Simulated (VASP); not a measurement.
Consider the following.

```yaml
crystal:
  lattice:
    - [0.00000, 2.99530, 2.99530]
    - [2.99530, 0.00000, 2.99530]
    - [2.99530, 2.99530, 0.00000]
  atoms:
    - { symbol: Hg, position: [0.00000, 0.00000, 0.00000] }
    - { symbol: S, position: [0.25000, 0.25000, 0.25000] }
```

The numbers are results of optB88-vdW, VASP's PBE PAW potentials (set 64) (plane waves; VASP 6.6.1), not measurements. Numerical set-up: 520 eV cut-off, Gaussian smearing of 0.050 eV, potentials Hg S.

**Question.** Give the energies of bands 2 to 11 at the high-symmetry points, in eV from the Fermi level.

**Answer.** 
```csv
band,Γ,X,U,L,W
2,-6.67,-6.52,-6.44,-6.50,-6.37
3,-6.67,-6.14,-6.24,-6.50,-6.27
4,-6.67,-6.14,-6.07,-5.86,-5.99
5,-5.92,-5.78,-5.85,-5.86,-5.97
6,-5.92,-5.56,-5.37,-5.58,-5.28
7,-0.66,-4.55,-4.74,-5.03,-4.77
8,0.00,-2.04,-2.55,-0.84,-2.45
9,0.00,-2.04,-1.65,-0.84,-2.09
10,0.00,3.06,3.16,1.49,3.56
11,6.11,3.49,4.69,6.67,5.30
```

It has no gap at this level: it comes out as a metal or semimetal.

The compound is HgS in the zinc blende structure, metacinnabar; cinnabar is the stable form. It was relaxed first, which changed the volume by +7 %.
